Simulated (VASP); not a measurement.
```
CELL_PARAMETERS angstrom
      2.77219     0.00000     0.00000
      0.00000     2.77219     0.00000
      0.00000     0.00000     2.77219
ATOMIC_POSITIONS crystal
  Cr 0.00000 0.00000 0.00000
  Cr 0.50000 0.50000 0.50000
```
Starting moments (μB, in the order of the record's atoms Cr Cr): 0.9 -0.9.

Method: PBE GGA with D3 dispersion (zero damping), VASP's PBE PAW potentials (set 64) (plane waves; VASP 6.6.1). Run with 520 eV cut-off, 13×13×13 Γ-centred mesh, first-order Methfessel-Paxton smearing of 0.10 eV, potentials Cr_pv.

Q: Give the stress tensor in GPa (positive for a compressed cell).

A: 
```
15.99   0.00   0.00
 0.00  15.99   0.00
 0.00   0.00  15.99
```
The pressure is its mean diagonal, 15.99 GPa.

The compound is Cr in the bcc, AFM order structure. This cell is one point of a volume scan, at 0.94 of the reference volume.
